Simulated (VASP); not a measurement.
BN (hex) relaxed at rising pressure, in one space group throughout; other phases were not tried. The pressures are those reached. Level of theory: r2SCAN meta-GGA, VASP's PBE PAW potentials (set 64) (plane waves; VASP).

```
P (GPa)  V (Å³/atom)   k-mesh
-------  -----------  -------
-0.06          9.176  10×10×4
5.00           8.224  10×10×4
10.31          7.729  10×10×4
20.02          7.148  10×10×4
30.25          6.739  10×10×5
```

A change of mesh leaves a small step in the series.

### Question
Fit an equation of state and predict the volume at 45.09 GPa.

### Answer
Least squares on the third-order Birch-Murnaghan form, P = (3B0/2)(y⁷ − y⁵)[1 + (3/4)(B′ − 4)(y² − 1)] with y = (V0/V)^(1/3), gives V0 = 9.141 Å³/atom, B0 = 32 GPa and B′ = 7.9, and so 6.334 Å³/atom. The run gave 6.317 Å³/atom, -0.3 % from the fit.

Pressures at which the relaxation failed are left out.

The compound is BN in the hex structure.
